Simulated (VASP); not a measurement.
Level of theory: r2SCAN meta-GGA, VASP's PBE PAW potentials (set 64) (plane waves; VASP). For the first row: Run with 520 eV cut-off, 12×12×12 Γ-centred mesh, first-order Methfessel-Paxton smearing of 0.10 eV, potentials Zn Cu.

```json
[
 {"system": "CuZn (CsCl type)", "energy (eV/atom)": "-9.9672"},
 {"system": "Zn atom", "energy (eV/atom)": "-7.4382"},
 {"system": "Cu atom", "energy (eV/atom)": "-6.9671"}
]
```

Atoms are spin-polarised in a large box without symmetry, with the spin fixed by Hund's rule, and may not be in the lowest state of each functional; no zero-point energy is added.

### Question
What is the cohesive energy per atom of CuZn?

### Answer
The references average (1×(-7.4382) + 1×(-6.9671))/2 = -7.2027 eV, so the cohesive energy is -7.2027 − (-9.9672) = 2.765 eV/atom.
